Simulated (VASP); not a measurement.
Crystal: WC.

```
W C
1.0
     2.90650    0.00000    0.00000
    -1.45325    2.51710    0.00000
     0.00000    0.00000    2.83660
W C
1 1
Direct
  0.00000 0.00000 0.00000
  0.66667 0.33333 0.50000
```

- Program: VASP 6.6.1
- Task: relaxation of cell and atoms
- Functional: PBE
- Potentials or basis: VASP PAW PBE potentials, release 64 (W_sv, C)
- Cutoff: 520 eV
- k mesh: 18 × 18 × 14
- Occupations: gaussian, width 0.3 eV
- Spin: no spin polarisation

At the start: pressure 6.8 GPa; volume 10.38 Å³/atom.

Where does the relaxation end?

Over 6 steps the energy falls by 3.7 meV/atom and the volume is 10.55 Å³/atom (+1.7 %); space group P-6m2 (No. 187, to 0.05 Å).

The path:
```tsv
step	energy change (eV)	largest force (eV/Å)	pressure (GPa)	volume (Å³)
1	0.0000	0.0000	6.75	20.75
2	0.0440	0.0000	-16.01	22.09
3	-0.0073	0.0000	-0.12	21.11
4	-0.0073	0.0000	0.01	21.10
5	-0.0073	0.0000	0.04	21.11
6	-0.0074	0.0000	0.02	21.11
```

Final structure:
```yaml
crystal:
  lattice:
    - [2.92487, 0.00000, 0.00000]
    - [-1.46244, 2.53301, 0.00000]
    - [0.00000, 0.00000, 2.84902]
  atoms:
    - { symbol: W, position: [0.00000, 0.00000, 0.00000] }
    - { symbol: C, position: [0.66667, 0.33333, 0.50000] }
```
